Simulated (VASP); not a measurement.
Given:

```xyz
3
Lattice="-1.9003 1.9003 4.6511 1.9003 -1.9003 4.6511 1.9003 1.9003 -4.6511" Properties=species:S:1:pos:R:3 pbc="T T T"
La     0.0000     0.0000     0.0000
Ge     0.0000     0.0000     3.1191
Ge     0.0000     0.0000     6.1832
```

Computed with PBE GGA, VASP's PBE PAW potentials (set 64) (plane waves; VASP). Run with 300 eV cut-off, 7×7×7 Γ-centred mesh, Fermi-Dirac smearing of 0.050 eV, potentials La Ge_d.

At this cut-off the stress carries a Pulay error, which pulls relaxed volumes low.

Predict the energy per atom (σ→0), pressure, largest force, band gap (on the k-mesh) with the smallest direct gap where there is one.

band gap (on the k-mesh): none (metal, semimetal or under 0.01 eV)
energy per atom (σ→0): -4.762 eV/atom
pressure: 59.2 kbar
largest force: 0.902 eV/Å

Only differences to runs with the same potentials and settings are physical.

The structure was generated: LaGe2 was put into an ordered model structure, which need not be its known phase. The cell was not relaxed at this level. The k-mesh is coarse (spacing up to 0.33 per Å, 2π included), so the numbers may not be converged in it. The electron count is odd and the run is not spin-polarised, which forces a metal.
